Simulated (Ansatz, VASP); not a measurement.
# One calculation of CdSiN2, two programs

```xyz
4
Lattice="3.0340 0.0000 0.0000 0.0000 3.0340 0.0000 0.0000 0.0000 5.1102" Properties=species:S:1:pos:R:3 pbc="T T T"
Cd    0.0000    0.0000    0.0000
N     0.0000    1.5170    1.6339
N     1.5170    0.0000    3.4763
Si    1.5170    1.5170    2.5551
```

Alike in both runs: task single point; functional r2SCAN; k mesh 8 × 8 × 6; no spin polarisation.

|  | VASP | Ansatz |
| --- | --- | --- |
| version | VASP 6.6.1 | Ansatz 0.2.0 |
| potentials or method | VASP PAW PBE potentials, release 64 (Cd, N, Si) | plane waves, PAW |
| plane-wave cutoff (eV) | 520 | 500 |
| occupations | gaussian, width 0.01 eV | fixed |
| valence electrons in the cell | 26 | 34 |

|  | VASP | Ansatz | Ansatz less VASP |
| --- | --- | --- | --- |
| gap on the k mesh at the Fermi level (eV) | 1.55 | 1.51 | -0.040 |
| pressure (GPa) | 0.9 | 0.0 | -0.94 |
| largest component of the traceless stress (GPa) | 0.36 | 0.04 | -0.322 |
| rms of the force components (eV/Å) | 0.048 | 0.002 | -0.0461 |

The two sets of potentials don't hold the same shells in valence.

Caveats: the PAW data sets were made with another functional, which shifts forces and pressure a little (VASP). r2SCAN opens gaps a little over a GGA but as a rule still falls short of measured ones. A k mesh can miss the band edges.
